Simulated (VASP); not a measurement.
A run of VASP 6.6.1:

Contents of POSCAR:

```
Si5Ge3
1.0
    5.5143091217     -0.0012644528      0.0000000000
    0.0012644528     -5.5143091217      0.0000000000
    0.0000000000      0.0000000000     -5.5131831721
  Ge              Si
     3     5
Direct
     0.7528654554900189    0.7471345445099811    0.7470834572967492
     0.2471345445099811    0.2528654554900189    0.7470834572967492
     0.5000000000000000    0.0000000000000000    0.0056887367416465
     0.2473468627165508    0.7473468627165508    0.2525644955653025
     0.7526531372834492    0.2526531372834492    0.2525644955653025
     1.0000000000000000    0.5000000000000000    0.0052124634601576
     1.0000000000000000    0.0000000000000000    0.4949014470370497
     0.5000000000000000    0.5000000000000000    0.4949014470370497
```

The input INCAR.step1:

```
ALGO = Normal
EDIFF = 1E-8
EDIFFG = -0.002
ENCUT = 600
GGA = PS
IBRION = 2
ISIF = 3
ISMEAR = 0
KPAR = 4
LASPH = True
LCHARG = False
LREAL = False
LWAVE = False
NELM = 80
NSW = 40
PREC = Accurate
SIGMA = 0.03
```

Contents of INCAR.step2:

```
ALGO = Normal
EDIFF = 1E-8
ENCUT = 600
GGA = PS
IBRION = 6
ISIF = 2
ISMEAR = 0
KPAR = 4
LASPH = True
LCHARG = False
LREAL = False
LWAVE = False
NELM = 80
NFREE = 2
NSW = 1
POTIM = 0.015
PREC = Accurate
SIGMA = 0.03
```

File KPOINTS:

```
k-points
0
Gamma
  4 4 4
```

Potentials or basis: VASP PAW PBE potentials, release 64 (Ge_d, Si).

Launch:

```console
$ cat potpaw_PBE.64/Ge_d/POTCAR potpaw_PBE.64/Si/POTCAR > POTCAR
$ cp INCAR.step1 INCAR
$ mpirun -np 4 vasp_std > vasp.out
$ cp CONTCAR POSCAR
$ cp INCAR.step2 INCAR
$ mpirun -np 4 vasp_std > vasp.out
```

Hardware: 4 MPI ranks on Intel(R) Xeon(R) 6975P-C (Granite Rapids) (shared host).

How long does it take, and how much memory?

Run time: 10 min on 4 MPI ranks on Intel(R) Xeon(R) 6975P-C (Granite Rapids), with other jobs on the host, peak memory 0.61 GiB a rank. Counts: scf iterations 237, k points 21, ion steps 4.
